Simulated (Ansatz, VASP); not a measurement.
**Hf2F3: VASP beside Ansatz**

```
Hf F
1.0
     2.98127    0.00000    0.00000
    -1.49064    2.58186    0.00000
     0.00000    0.00000    9.88325
Hf F
2 3
Direct
  0.33333 0.66667 0.19892
  0.66667 0.33333 0.80108
  0.00000 0.00000 0.00000
  0.33333 0.66667 0.64959
  0.66667 0.33333 0.35041
```

Alike in both runs: functional PBE; k mesh 6 × 6 × 4; occupations gaussian, width 0.1 eV; no spin polarisation.

Ansatz relaxed the structure, and its values are those at the end. VASP's run is a single point on that final structure, the one shown.

|  | VASP | Ansatz |
| --- | --- | --- |
| version | VASP 6.6.1 | Ansatz 0.2.0 |
| potentials or method | VASP PAW PBE potentials, release 64 (Hf_pv, F) | scalar-relativistic, plane waves, PAW |
| plane-wave cutoff (eV) | 520 | 420 |
| valence electrons in the cell | 41 | 73 |

```csv
,VASP,Ansatz,Ansatz less VASP
gap on the k mesh at the Fermi level (eV),none,none,-
pressure (GPa),-1.4,0.1,+1.51
rms of the force components (eV/Å),0.069,0.001,-0.0673
```

A gap of «none» marks a metal or a gap that the smearing closes. With one functional, cell and mesh, what is left measures potentials, basis and numerics. The two sets of potentials don't hold the same shells in valence.

Caveats: the k mesh is coarse (spacing up to 0.41 Å⁻¹), so the values aren't converged; an odd number of electrons without spin polarisation forces a metal; a magnetic or distorted state may lie lower. Spin-orbit coupling is left out, which matters for the levels of Hf.
